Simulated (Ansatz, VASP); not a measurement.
## Two plane-wave programs on Al32C (a cell with a defect)

```
Al C
1.0
     8.10000    0.00000    0.00000
     0.00000    8.10000    0.00000
     0.00000    0.00000    8.10000
Al C
32 1
Direct
  0.51059 0.00044 0.00039
  0.75003 0.25293 0.00021
  0.75003 0.00023 0.25289
  0.98911 0.00043 0.00037
  0.24987 0.26119 0.00035
  0.50261 0.49987 0.00013
  0.75005 0.74755 0.00009
  0.24987 0.00041 0.26114
  0.50499 0.25494 0.25495
  0.74987 0.50040 0.24918
  0.50261 0.00015 0.49989
  0.74987 0.24923 0.50035
  0.75005 0.00012 0.74752
  0.99724 0.49989 0.00017
  0.24985 0.73968 0.00040
  0.99485 0.25513 0.25514
  0.24993 0.49990 0.25290
  0.50436 0.74559 0.25414
  0.99724 0.00020 0.49990
  0.24992 0.25294 0.49992
  0.49866 0.50041 0.50036
  0.74986 0.75169 0.50037
  0.24985 0.00046 0.73963
  0.50446 0.25423 0.74550
  0.74986 0.50042 0.75162
  0.99547 0.74538 0.25444
  0.00104 0.50041 0.50035
  0.24997 0.74754 0.49987
  0.99536 0.25453 0.74530
  0.24996 0.49985 0.74751
  0.50356 0.74631 0.74633
  0.99627 0.74601 0.74603
  0.24977 0.00067 0.00059
```

Alike in both runs: functional LDA; k mesh 2 × 2 × 2; occupations gaussian, width 0.15 eV; no spin polarisation.

Ansatz relaxed the structure, and its values are those at the end. VASP's run is a single point on that final structure, the one shown.

|  | VASP | Ansatz |
| --- | --- | --- |
| version | VASP 6.6.1 | Ansatz 0.2.0 |
| potentials or method | VASP PAW LDA potentials, release 64 (Al, C) | scalar-relativistic, plane waves, PAW |
| plane-wave cutoff (eV) | 520 | 420 |
| valence electrons in the cell | 100 | 100 |

```csv
,VASP,Ansatz,Ansatz less VASP
rms of the force components (eV/Å),0.007,0.007,+0.0004
```

Caveats: the k mesh is coarse (spacing up to 0.39 Å⁻¹), so the values aren't converged.
